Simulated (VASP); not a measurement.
A run of VASP 6.6.1 is set up as follows.

File INCAR:

```
PREC = Accurate ; ENCUT = 520
EDIFF = 1E-6 ; ISMEAR = 0
SIGMA = 0.03 ; LREAL = False
LASPH = True ; NELM = 150
ALGO = Normal ; ISIF = 2
LWAVE = False ; LCHARG = False
METAGGA = R2SCAN ; LMIXTAU = True
NBANDS = 26 ; KPAR = 4
```

File KPOINTS:

```
regular mesh
0
Gamma
  10 10 10
```

POSCAR

```
Mg2CdS3
1.0
   -1.8853400000      1.8853400000      8.0050500000
    1.8853400000     -1.8853400000      8.0050500000
    1.8853400000      1.8853400000     -8.0050500000
Mg Cd S
2 1 3
Direct
    0.3326150000      0.3326150000      0.0000000000
    0.6673850000      0.6673850000      0.0000000000
    0.0000000000      0.0000000000      0.0000000000
    0.1703500000      0.1703500000      0.0000000000
    0.8296500000      0.8296500000      0.0000000000
    0.5000000000      0.5000000000      0.0000000000
```

Potentials or basis: VASP PAW PBE potentials, release 64 (Mg, Cd, S).

Run with:

```sh
$ cat potpaw_PBE.64/Mg/POTCAR potpaw_PBE.64/Cd/POTCAR potpaw_PBE.64/S/POTCAR > POTCAR
$ mpirun -np 4 vasp_std > vasp.out
```

**Question.** Estimate the pressure.

**Answer.** -1.5 GPa.

**Question.** Predict the band gap on the k mesh.

**Answer.** 1.74 eV, indirect (least direct gap 2.66 eV).

**Question.** Predict the largest force.

**Answer.** 0.021 eV/Å.

Forces on the atoms (eV/Å):
```
Mg   0.000  0.000 -0.020
Mg   0.000  0.000  0.020
Cd   0.000  0.000  0.000
S    0.000  0.000 -0.021
S    0.000  0.000  0.021
S    0.000  0.000  0.000
```

Caveat: the PAW data sets were made with another functional, which shifts forces and pressure a little. A k mesh can miss the band edges.
